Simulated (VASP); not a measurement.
# Si2B3: relaxation of cell and atoms with PBE

Crystal: Si2B3.

```
CELL_PARAMETERS angstrom
1.50000 0.86603 6.53333
-1.50000 0.86603 6.53333
0.00000 -1.73205 6.53333
ATOMIC_POSITIONS crystal
Si 0.40000 0.40000 0.40000
Si 0.60000 0.60000 0.60000
B 0.78800 0.78800 0.78800
B 0.21200 0.21200 0.21200
B 0.00000 0.00000 0.00000
```

The cell was built by a generator and needn't be a form met in nature.

| Item | Value |
| --- | --- |
| Program | VASP 6.6.1 |
| Task | relaxation of cell and atoms |
| Functional | PBE |
| Potentials or basis | VASP PAW PBE potentials, release 64 (Si, B) |
| Cutoff | 520 eV |
| k mesh | 7 × 7 × 7 |
| Occupations | gaussian, width 0.15 eV |
| Spin | no spin polarisation |
| Further INCAR settings | PREC = Normal; ALGO = Fast; EDIFF = 0.0001; IBRION = 2; EDIFFG = -0.08; NSW = 24; ISIF = 3 |

```yaml
Relaxed_volume: 9.16 Å³/atom
Relaxed_cell: a = 6.175 Å, b = 6.175 Å, c = 6.175 Å, α = 27.98°, β = 27.98°, γ = 27.98°
Space_group_after_relaxing_to_0.05_Å: R-3m (No. 166)
Energy_gained_by_relaxing: 585.8 meV/atom
Ionic_steps: 21
Pressure_after_relaxing: 0.3 GPa
Largest_force_after_relaxing: 0.036 eV/Å
Band_gap_on_the_k_mesh: none (metal or under the smearing width)
```

Forces on the atoms (eV/Å):
```
Si   0.000  0.000 -0.036
Si   0.000  0.000  0.036
B    0.000  0.000 -0.035
B    0.000  0.000  0.035
B    0.000  0.000  0.000
```

Stress tensor (GPa, compression positive):
```
0.05 0.00 0.00
0.00 0.05 0.00
0.00 0.00 0.70
```

Step by step:
```csv
step,energy change (eV),largest force (eV/Å),pressure (GPa),volume (Å³)
1,0.0000,2.8118,3.43,50.92
2,-0.7339,2.2579,-10.33,52.51
3,-1.1612,1.8321,-19.05,54.29
4,-1.2121,1.2506,-22.66,57.67
5,-1.2965,1.6440,-22.29,55.98
6,-1.6980,1.5233,-20.16,54.37
7,-2.3326,0.8009,-10.36,50.28
8,-2.3666,0.9786,-5.06,48.77
9,-2.6230,0.8283,-3.17,47.95
10,-2.7716,0.6889,-0.27,47.07
11,-2.7178,1.0169,7.83,45.23
12,-2.8021,0.7779,2.29,46.39
13,-2.8406,0.5610,0.24,46.71
14,-2.8855,0.3204,-4.82,47.55
15,-2.8862,0.3632,-4.06,47.41
16,-2.9124,0.2646,-2.24,46.61
17,-2.9162,0.2348,-1.21,46.23
18,-2.9165,0.2378,-0.92,46.11
19,-2.9259,0.1422,0.46,45.72
20,-2.9268,0.1017,0.93,45.56
21,-2.9291,0.0364,0.27,45.78
```

Final structure:
```
Si B
1.0
     1.49278    0.86185    5.92997
    -1.49278    0.86185    5.92997
     0.00000   -1.72371    5.92997
Si B
2 3
Cartesian
  0.0000 0.0000 7.1195
  0.0000 0.0000 10.6704
  0.0000 0.0000 14.6945
  0.0000 0.0000 3.0954
  0.0000 0.0000 0.0000
```

Levels at points of the mesh, in eV from the Fermi level:
```tsv
k point	band 6	band 7	band 8	band 9	band 10	band 11	band 12
(0.00, 0.00, 0.00)	-0.10	0.92	1.45	1.45	4.50	4.50	5.31
```

Run time: 5.8 min on 1 thread of Intel(R) Xeon(R) Platinum 8488C (Sapphire Rapids) (shared host), peak memory 0.25 GiB.

Caveat: the relaxation stopped at a loose force limit of 0.08 eV/Å, so its end isn't a converged minimum.
